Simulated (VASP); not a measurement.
```
CeO2
1.0
    0.00000     2.77304     2.77304
    2.77304     0.00000     2.77304
    2.77304     2.77304     0.00000
Ce O
1 2
Cartesian
  0.00000   0.00000   0.00000
  1.38652   1.38652   1.38652
  4.15956   4.15956   4.15956
```

These are rev-vdW-DF2, VASP's PBE PAW potentials (set 64) (plane waves; VASP) values and carry that method's errors. Settings: 520 eV cut-off, 7×7×7 Γ-centred mesh, Gaussian smearing of 0.050 eV, potentials Ce O.

**Question.** What does the run give for the energy per atom (σ→0), pressure?

**Answer.** 
The energy per atom (σ→0) is -7.075 eV/atom and the pressure is -9.30 GPa.

The absolute energy has meaning only against runs of the same code, potentials and settings.

The compound is CeO2 in the fluorite structure. This cell is one point of a volume scan, at 1.06 of the reference volume. The run is not spin-polarised, so no magnetic state was tried.
